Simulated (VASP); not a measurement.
# Na2Sb with SCAN: from relaxation to properties, part 4 of 5

Aim: relax Na2Sb, then compute properties on the relaxed cell. The cell is generated by rule, not measured, and may not be a known phase. Left out of this account: at least 8 further runs (self-consistent run: it repeats an earlier run and gave the same numbers; phonons: its modes failed a check).

VASP 6.6.1; SCAN; plane waves and PAW (Na_pv, Sb); invented cell.

Still holding for the runs below: This run has no spin polarisation. Its electron count is odd, so without a moment it is a metal by construction. The k-mesh is coarse for a metal.

So far. Step 7 (Total and projected DOS (SCAN)): The finer mesh and the other smearing move the Fermi level by -0.44 eV from the 5×5×6 run, one measure of the sampling error in the zero of the bands above. Of the states within 0.3 eV of the Fermi level, the largest shares in the PAW spheres are Sb p 32 %. The rest lies in smaller channels or between the spheres. Step 8 (Volume scan with SCAN, volume scale 0.94): The pressure here is 2.08 GPa.

## 9. Volume scan with SCAN, volume scale 0.96

INCAR

```
SYSTEM = Na2Sb
PREC = Accurate
ENCUT = 400
EDIFF = 1E-06
NELM = 100
ISMEAR = 1
SIGMA = 0.2
LREAL = .FALSE.
ALGO = Normal
METAGGA = SCAN
LASPH = .TRUE.
NBANDS = 15
LORBIT = 11
LWAVE = .FALSE.
LCHARG = .FALSE.
ISIF = 2
```

POSCAR

```
Na2Sb
1.0
    5.0681979391      0.0000000000      0.0000000000
   -2.5340989695      4.3891881673      0.0000000000
    0.0000000000      0.0000000000      3.2001970378
Na Sb
2 1
Direct
    0.3333333300      0.6666666700      0.0000000000
    0.6666666700      0.3333333300      0.0000000000
    0.0000000000      0.0000000000      0.5000000000
```

KPOINTS

```
Automatic mesh
0
Gamma
5 5 6
0 0 0
```

The projector-augmented-wave data sets are Na_pv and Sb (PBE family, release 64).

On the command line:

```sh
$ mpirun -np 1 vasp_std
```

Log:

```text
[... set-up lines as in an earlier step ...]
 entering main loop
       N       E                     dE             d eps       ncg     rms          rms(c)
DAV:   1     0.878459946610E+02    0.87846E+02   -0.88105E+03   600   0.110E+03
DAV:   2    -0.414574477183E+02   -0.12930E+03   -0.12712E+03   663   0.315E+02
DAV:   3    -0.482731687374E+02   -0.68157E+01   -0.67374E+01   747   0.805E+01
DAV:   4    -0.483697082444E+02   -0.96540E-01   -0.96508E-01   734   0.106E+01
DAV:   5    -0.483725127290E+02   -0.28045E-02   -0.28044E-02   815   0.171E+00    0.178E+00
DAV:   6    -0.470186758979E+02    0.13538E+01   -0.52797E-01   698   0.826E+00    0.130E+00
DAV:   7    -0.470014162084E+02    0.17260E-01   -0.22253E-01   607   0.427E+00    0.432E-01
DAV:   8    -0.470043459492E+02   -0.29297E-02   -0.79243E-03   761   0.815E-01    0.276E-01
DAV:   9    -0.470056071379E+02   -0.12612E-02   -0.27328E-03   649   0.551E-01    0.327E-02
DAV:  10    -0.470055124812E+02    0.94657E-04   -0.12555E-04   768   0.113E-01    0.204E-02
DAV:  11    -0.470054133782E+02    0.99103E-04   -0.46710E-05   684   0.686E-02    0.747E-03
DAV:  12    -0.470054103238E+02    0.30544E-05   -0.30902E-06   747   0.141E-02    0.395E-03
DAV:  13    -0.470054245106E+02   -0.14187E-04   -0.14086E-06   653   0.112E-02    0.610E-04
DAV:  14    -0.470054200959E+02    0.44147E-05   -0.15355E-07   412   0.421E-03    0.172E-04
DAV:  15    -0.470054210122E+02   -0.91636E-06   -0.17127E-08   342   0.129E-03
   1 F= -.47005421E+02 E0= -.47005404E+02  d E =-.518280E-04
```

Wall time 76 s (1 MPI rank of Intel Xeon Platinum 8488C (Sapphire Rapids), shared host); peak memory 0.17 GiB.

OUTCAR, selected parts (step 9):

```text
   ENCUT  =  400.0 eV  29.40 Ry    5.42 a.u.   8.26  8.26  5.22*2*pi/ulx,y,z

   NELECT =      19.0000    total number of electrons

 E-fermi :   4.6429

 k-point     1 :       0.0000    0.0000    0.0000
  band No.  band energies     occupation
    ...
      6     -21.7836      2.00000
      7      -6.3717      2.00000
      8       2.2956      2.00000
      9       2.2957      2.00000
     10       4.6673      0.79446
     11       7.1245     -0.00000
     12       7.1252     -0.00000
     13       8.7964      0.00000
     14       9.7142      0.00000
     15      12.1687      0.00000

  Total        0.5247226      0.5247226      0.6461221      0.0000000     -0.0000000      0.0000000
  in kB       11.8093466     11.8093466     14.5415501      0.0000000     -0.0000000      0.0000000
  external PRESSURE =      12.7200811 kB  Pullay stress =       0.0000000 kB

 POSITION                                       TOTAL-FORCE (eV/Angst)
 -----------------------------------------------------------------------------------
     -0.00000      2.92613      0.00000        -0.000000      0.000000     -0.000000
      2.53410      1.46306      0.00000         0.000000     -0.000000      0.000000
      0.00000      0.00000      1.60010         0.000000      0.000000      0.000000
 -----------------------------------------------------------------------------------
    total drift:                               -0.000000      0.000000      0.000000

  FREE ENERGIE OF THE ION-ELECTRON SYSTEM (eV)
  ---------------------------------------------------
  free  energy   TOTEN  =       -47.0054210122 eV

  energy  without entropy=      -47.0053691842  energy(sigma->0) =      -47.00540374

[... 5 parts as in an earlier step ...]

[... 11 further parts left out ...]
```

This step gave:

```
free energy (TOTEN) : -47.01 eV
Fermi energy        : 4.643 eV
pressure            : 1.272 GPa
```

The pressure falls from 2.08 to 1.27 GPa.

The run ends at a pressure of 1.27 GPa.

## 10. Volume scan with SCAN, volume scale 0.98

INCAR is that of step 9.

POSCAR

```
Na2Sb
1.0
    5.1031521329      0.0000000000      0.0000000000
   -2.5515760664      4.4194593871      0.0000000000
    0.0000000000      0.0000000000      3.2222680597
Na Sb
2 1
Direct
    0.3333333300      0.6666666700      0.0000000000
    0.6666666700      0.3333333300      0.0000000000
    0.0000000000      0.0000000000      0.5000000000
```

KPOINTS is that of step 9.

On the command line:

```sh
$ mpirun -np 1 vasp_std
```

Log:

```text
[... set-up lines as in an earlier step ...]
 entering main loop
       N       E                     dE             d eps       ncg     rms          rms(c)
DAV:   1     0.824438730880E+02    0.82444E+02   -0.88179E+03   600   0.108E+03
DAV:   2    -0.419783089961E+02   -0.12442E+03   -0.12217E+03   677   0.309E+02
DAV:   3    -0.483075803058E+02   -0.63293E+01   -0.62978E+01   782   0.791E+01
DAV:   4    -0.483946413116E+02   -0.87061E-01   -0.87056E-01   719   0.103E+01
[...]
DAV:  13    -0.470128052193E+02   -0.27155E-05   -0.16344E-06   683   0.113E-02    0.858E-04
DAV:  14    -0.470128035505E+02    0.16688E-05   -0.21876E-07   349   0.467E-03    0.222E-04
DAV:  15    -0.470128039292E+02   -0.37867E-06   -0.21141E-08   342   0.131E-03
   1 F= -.47012804E+02 E0= -.47012804E+02  d E =-.312390E-06
```

It took 73 s on 1 MPI rank; peak memory 0.17 GiB.

Parts of OUTCAR (step 10):

```text
  Total        0.2069002      0.2069002      0.2365913      0.0000000      0.0000000     -0.0000000
  in kB        4.5614418      4.5614418      5.2160295      0.0000000      0.0000000     -0.0000000
  external PRESSURE =       4.7796377 kB  Pullay stress =       0.0000000 kB

 POSITION                                       TOTAL-FORCE (eV/Angst)
 -----------------------------------------------------------------------------------
     -0.00000      2.94631      0.00000        -0.000000     -0.000000     -0.000000
      2.55158      1.47315      0.00000         0.000000      0.000000      0.000000
      0.00000      0.00000      1.61113        -0.000000      0.000000      0.000000
 -----------------------------------------------------------------------------------
    total drift:                               -0.000000      0.000000      0.000000

  FREE ENERGIE OF THE ION-ELECTRON SYSTEM (eV)
  ---------------------------------------------------
  free  energy   TOTEN  =       -47.0128039292 eV

  energy  without entropy=      -47.0128036168  energy(sigma->0) =      -47.01280383

[... 1 part as in an earlier step ...]

[... 2 further parts left out ...]
[key lines of the parts left out:]
E-fermi :   4.4623
```

The pressure falls from 1.27 to 0.48 GPa.

The run ends at a pressure of 0.48 GPa.

## 11. Volume scan with SCAN, volume scale 1

INCAR is that of step 10.

POSCAR

```
Na2Sb
1.0
    5.1376339365      0.0000000000      0.0000000000
   -2.5688169682      4.4493215050      0.0000000000
    0.0000000000      0.0000000000      3.2440408016
Na Sb
2 1
Direct
    0.3333333300      0.6666666700      0.0000000000
    0.6666666700      0.3333333300      0.0000000000
    0.0000000000      0.0000000000      0.5000000000
```

KPOINTS is that of step 10.

On the command line:

```sh
$ mpirun -np 1 vasp_std
```

Log:

```text
[... set-up lines as in an earlier step ...]
 entering main loop
       N       E                     dE             d eps       ncg     rms          rms(c)
[... 12 cycles as in an earlier step ...]
   1 F= -.47016865E+02 E0= -.47016886E+02  d E =0.652893E-04
```

Run time: 39 s. Hardware: 1 MPI rank; peak memory 0.17 GiB.

Parts of OUTCAR (step 11):

```text
[... 6 parts as in an earlier step ...]

[... 1 further part left out ...]
[key lines of the parts left out:]
E-fermi :   4.2883
```

The pressure falls from 0.48 to -0.06 GPa, so it vanishes between these two volumes.

## 12. Volume scan with SCAN, volume scale 1.02

INCAR is that of step 11.

POSCAR

```
Na2Sb
1.0
    5.1716589939      0.0000000000      0.0000000000
   -2.5858294969      4.4787880691      0.0000000000
    0.0000000000      0.0000000000      3.2655251416
Na Sb
2 1
Direct
    0.3333333300      0.6666666700      0.0000000000
    0.6666666700      0.3333333300      0.0000000000
    0.0000000000      0.0000000000      0.5000000000
```

KPOINTS is that of step 11.

On the command line:

```sh
$ mpirun -np 1 vasp_std
```

Log:

```text
[... set-up lines as in an earlier step ...]
 entering main loop
       N       E                     dE             d eps       ncg     rms          rms(c)
DAV:   1     0.858832606442E+02    0.85883E+02   -0.87422E+03   600   0.107E+03
DAV:   2    -0.418839775812E+02   -0.12777E+03   -0.12572E+03   684   0.314E+02
DAV:   3    -0.483365529123E+02   -0.64526E+01   -0.64403E+01   740   0.785E+01
DAV:   4    -0.484261997591E+02   -0.89647E-01   -0.89639E-01   719   0.104E+01
[...]
DAV:  14    -0.470137661422E+02   -0.11009E-05   -0.14385E-07   398   0.444E-03    0.188E-04
DAV:  15    -0.470137639313E+02    0.22109E-05   -0.23223E-08   342   0.146E-03    0.593E-05
DAV:  16    -0.470137638366E+02    0.94710E-07   -0.28428E-09   328   0.547E-04
   1 F= -.47013764E+02 E0= -.47013812E+02  d E =0.143926E-03
```

Wall time 67 s (1 MPI rank); peak memory 0.18 GiB.

Parts of OUTCAR (step 12):

```text
  Total       -0.3253179     -0.3253179     -0.4191573     -0.0000000     -0.0000000      0.0000000
  in kB       -6.8908865     -6.8908865     -8.8785948     -0.0000000     -0.0000000      0.0000000
  external PRESSURE =      -7.5534559 kB  Pullay stress =       0.0000000 kB

 POSITION                                       TOTAL-FORCE (eV/Angst)
 -----------------------------------------------------------------------------------
     -0.00000      2.98586      0.00000        -0.000000      0.000000      0.000000
      2.58583      1.49293      0.00000         0.000000      0.000000      0.000000
      0.00000      0.00000      1.63276         0.000000      0.000000      0.000000
 -----------------------------------------------------------------------------------
    total drift:                               -0.000000      0.000000      0.000000

  FREE ENERGIE OF THE ION-ELECTRON SYSTEM (eV)
  ---------------------------------------------------
  free  energy   TOTEN  =       -47.0137638366 eV

  energy  without entropy=      -47.0139077625  energy(sigma->0) =      -47.01381181

[... 1 part as in an earlier step ...]

[... 2 further parts left out ...]
[key lines of the parts left out:]
E-fermi :   4.1256
```

The pressure falls from -0.06 to -0.76 GPa.

The run ends at a pressure of -0.76 GPa.

## 13. Volume scan with SCAN, volume scale 1.04

INCAR is that of step 12.

POSCAR

```
Na2Sb
1.0
    5.2052421362      0.0000000000      0.0000000000
   -2.6026210680      4.5078719234      0.0000000000
    0.0000000000      0.0000000000      3.2867304445
Na Sb
2 1
Direct
    0.3333333300      0.6666666700      0.0000000000
    0.6666666700      0.3333333300      0.0000000000
    0.0000000000      0.0000000000      0.5000000000
```

KPOINTS is that of step 12.

On the command line:

```sh
$ mpirun -np 1 vasp_std
```

Log:

```text
[... set-up lines as in an earlier step ...]
 entering main loop
       N       E                     dE             d eps       ncg     rms          rms(c)
DAV:   1     0.822056775074E+02    0.82206E+02   -0.87189E+03   600   0.107E+03
DAV:   2    -0.419749054736E+02   -0.12418E+03   -0.12280E+03   663   0.305E+02
DAV:   3    -0.483427053488E+02   -0.63678E+01   -0.63487E+01   761   0.789E+01
DAV:   4    -0.484340289090E+02   -0.91324E-01   -0.91312E-01   684   0.101E+01
[...]
DAV:  14    -0.470054002668E+02   -0.16743E-05   -0.12961E-07   419   0.434E-03    0.212E-04
DAV:  15    -0.470053988263E+02    0.14406E-05   -0.26723E-08   370   0.163E-03    0.495E-05
DAV:  16    -0.470053987492E+02    0.77008E-07   -0.30931E-09   328   0.658E-04
   1 F= -.47005399E+02 E0= -.47005476E+02  d E =0.231371E-03
```

It took 75 s on 1 MPI rank; peak memory 0.18 GiB.

From OUTCAR (step 13):

```text
  Total       -0.5702561     -0.5702561     -0.7342385     -0.0000000     -0.0000000      0.0000000
  in kB      -11.8468791    -11.8468791    -15.2535575     -0.0000000     -0.0000000      0.0000000
  external PRESSURE =     -12.9824385 kB  Pullay stress =       0.0000000 kB

 POSITION                                       TOTAL-FORCE (eV/Angst)
 -----------------------------------------------------------------------------------
     -0.00000      3.00525      0.00000        -0.000000     -0.000000      0.000000
      2.60262      1.50262      0.00000         0.000000     -0.000000     -0.000000
      0.00000      0.00000      1.64337        -0.000000      0.000000      0.000000
 -----------------------------------------------------------------------------------
    total drift:                               -0.000000      0.000000      0.000000

  FREE ENERGIE OF THE ION-ELECTRON SYSTEM (eV)
  ---------------------------------------------------
  free  energy   TOTEN  =       -47.0053987492 eV

  energy  without entropy=      -47.0056301206  energy(sigma->0) =      -47.00547587

[... 1 part as in an earlier step ...]

[... 2 further parts left out ...]
[key lines of the parts left out:]
E-fermi :   3.9706
```

The pressure falls from -0.76 to -1.30 GPa.

The run ends at a pressure of -1.30 GPa.

## 14. Volume scan with SCAN, volume scale 1.06

A prediction first. A least-squares parabola for the 6 pressures of evenly scaled cells so far, P = -0.13 -31.9 t +60 t² GPa with t = ln(V/V₁) and V₁ the volume at scale 1, gives -1.79 GPa at t = +0.0583.

INCAR is that of step 13.

POSCAR

```
Na2Sb
1.0
    5.2383974386      0.0000000000      0.0000000000
   -2.6191987192      4.5365852576      0.0000000000
    0.0000000000      0.0000000000      3.3076655978
Na Sb
2 1
Direct
    0.3333333300      0.6666666700      0.0000000000
    0.6666666700      0.3333333300      0.0000000000
    0.0000000000      0.0000000000      0.5000000000
```

KPOINTS is that of step 13.

On the command line:

```sh
$ mpirun -np 1 vasp_std
```

Log:

```text
[... set-up lines as in an earlier step ...]
 entering main loop
       N       E                     dE             d eps       ncg     rms          rms(c)
DAV:   1     0.804266512727E+02    0.80427E+02   -0.86593E+03   600   0.104E+03
DAV:   2    -0.419929303276E+02   -0.12242E+03   -0.12031E+03   684   0.301E+02
DAV:   3    -0.483494816026E+02   -0.63566E+01   -0.62703E+01   726   0.781E+01
DAV:   4    -0.484364486628E+02   -0.86967E-01   -0.86921E-01   712   0.101E+01
[...]
DAV:  13    -0.469922424282E+02   -0.21746E-05   -0.11099E-06   583   0.115E-02    0.665E-04
DAV:  14    -0.469922446830E+02   -0.22548E-05   -0.12493E-07   405   0.437E-03    0.221E-04
DAV:  15    -0.469922439548E+02    0.72820E-06   -0.30326E-08   349   0.182E-03
   1 F= -.46992244E+02 E0= -.46992348E+02  d E =0.312509E-03
```

It took 85 s on 1 MPI rank; peak memory 0.17 GiB.

From OUTCAR (step 14):

```text
  Total       -0.7949406     -0.7949406     -0.9509700     -0.0000000      0.0000000      0.0000000
  in kB      -16.2030264    -16.2030264    -19.3833244     -0.0000000      0.0000000      0.0000000
  external PRESSURE =     -17.2631257 kB  Pullay stress =       0.0000000 kB

 POSITION                                       TOTAL-FORCE (eV/Angst)
 -----------------------------------------------------------------------------------
     -0.00000      3.02439      0.00000        -0.000000     -0.000000     -0.000000
      2.61920      1.51220      0.00000         0.000000      0.000000      0.000000
      0.00000      0.00000      1.65383        -0.000000      0.000000      0.000000
 -----------------------------------------------------------------------------------
    total drift:                               -0.000000      0.000000      0.000000

  FREE ENERGIE OF THE ION-ELECTRON SYSTEM (eV)
  ---------------------------------------------------
  free  energy   TOTEN  =       -46.9922439548 eV

  energy  without entropy=      -46.9925564634  energy(sigma->0) =      -46.99234812

[... 1 part as in an earlier step ...]

[... 2 further parts left out ...]
[key lines of the parts left out:]
E-fermi :   3.8217
```

The pressure falls from -1.30 to -1.73 GPa. The parabola predicted -1.79 GPa, -0.06 GPa off.

## 15. The series together

Times are for 1 MPI rank of Intel Xeon Platinum 8488C (Sapphire Rapids), shared host. The runs compared:

```tsv
no.	volume scale	energy above the lowest point (meV/atom)	pressure (GPa)	time	memory (GiB)
1	0.94	9.68	2.084	71 s	0.17
2	0.96	3.83	1.272	76 s	0.17
3	0.98	1.36	0.4780	73 s	0.17
4	1	0	-0.05847	39 s	0.17
5	1.02	1.02	-0.7553	67 s	0.18
6	1.04	3.8	-1.298	75 s	0.18
7	1.06	8.18	-1.726	85 s	0.17
```

## 16. Fit for SCAN

This step: Birch-Murnaghan fit, SCAN; plane waves and PAW; invented cell (VASP 6.6.1).

No new run; the numbers come from the runs before.

This step gave:

```yaml
pressure_derivative_of_the_bulk_modulus: 3.995
r_m_s_error_of_the_fit: 1.75e-4 eV/atom
minimum_inside_the_sampled_range: yes
bulk_modulus: 31.49 GPa
equilibrium_volume_of_the_fit: 24.70 Å³/atom
```

Table of energy above the fitted minimum by volume:

```tsv
volume (Å³/atom)	energy above the fitted minimum (eV/atom)
23.24	0.00960
23.73	0.00375
24.22	0.00128
24.72	-7.9e-5
25.21	9.5e-4
25.71	0.00372
26.20	0.00810
```

The fit over cells of fixed shape and fractional positions puts the volume -0.05 % from the relaxed one.

## 17. Fit for SCAN

No new run; the numbers come from the runs before.

Table of energy above the fitted minimum by volume:

```tsv
volume (Å³/atom)	energy above the fitted minimum (eV/atom)
23.24	0.00960
23.73	0.00375
24.22	0.00128
24.72	-7.9e-5
25.21	9.5e-4
25.71	0.00372
26.20	0.00810
```

The fit over cells of fixed shape and fractional positions puts the volume -0.05 % from the relaxed one.

(Continued in part 5 of 5.)

[Lines on the potential files, build, host, timing and source positions are cut from VASP's logs without a mark.]

[Logs are printed without paths, hosts, clocks, repeated set-up lines and the standing remarks that a program may print on its own settings, such as how far it seeks lower states.]

[Hosts, paths, dates, database ids (printed as entryN), source tags and the programs' standing remarks are cut or masked in the printed files.]

[A measured line is paired with the nearest computed mode of its activity, which favours agreement.]

[In band tables of VASP the shares of atoms and orbitals are scaled to a sum of 1 inside the atoms' spheres.]
